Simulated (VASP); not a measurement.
Energy against volume of Rh (fcc). Computed with LDA (Ceperley-Alder, Perdew-Zunger), VASP's LDA PAW potentials (set 64) (plane waves; VASP). Run with 520 eV cut-off, 17×17×17 Γ-centred mesh, first-order Methfessel-Paxton smearing of 0.10 eV, potentials Rh_pv.

```csv
V (Å³/atom),E (eV/atom)
12.461,-8.63252
12.858,-8.67381
13.256,-8.68671
13.654,-8.67596
```

Task: Fit these four points and predict the energy of the run at 14.052 Å³/atom.

Result: A cubic in V^(−2/3), the third-order Birch-Murnaghan form, passes through the four points with V0 = 13.26 Å³/atom and B0 = 315 GPa, and gives -8.6457 eV/atom there. The run gave -8.6455 eV/atom, +0.1 meV/atom from the fit; all five points give B0 = 316 GPa.

The compound is Rh in the fcc structure. It was relaxed first.
